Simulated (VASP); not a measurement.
BeTl under changes of volume

One of the cells (19.721 Å³/atom); the others are scaled copies at fixed shape and fractional positions:

```xyz
2
Lattice="3.4040 0.0000 0.0000 0.0000 3.4040 0.0000 0.0000 0.0000 3.4040" Properties=species:S:1:pos:R:3 pbc="T T T"
Be    1.7020    1.7020    1.7020
Tl    0.0000    0.0000    0.0000
```

The cell was built by a generator and needn't be a form met in nature.

| Property | Result |
| --- | --- |
| Program | VASP 6.6.1 |
| Functional | PBE |
| Potentials or basis | VASP PAW PBE potentials, release 64 (Be, Tl_d) |
| Cutoff | 520 eV |
| k mesh | 8 × 8 × 8 |
| Occupations | fermi-dirac, width 0.05 eV |
| Spin | no spin polarisation |

| volume (Å³/atom) | energy over the lowest point (meV/atom) | pressure (GPa) |
| --- | --- | --- |
| 18.175 | ? | ? |
| 18.561 | 2.58 | 1.7 |
| 18.948 | 0.00 | 0.5 |
| 19.721 | 2.60 | -1.5 |
| 20.108 | 7.21 | -2.3 |
| 20.495 | 13.67 | -3.0 |

Problem. What does the run at 18.175 Å³/atom give?

Solution. Energy over the lowest point 8.21 meV/atom; pressure 3.0 GPa.

Worked out: A Birch-Murnaghan fit of order 3 (a polynomial in V^(-2/3)) to the other rows has its minimum at 19.12 Å³/atom with B0 = V·E''(V) = 52 GPa and B' = 5.1. It gives 8.20 meV/atom at 18.175 Å³/atom, against the run's 8.21, and -dE/dV = 3.0 GPa, against 3.0.

Energies are extrapolated to zero smearing.
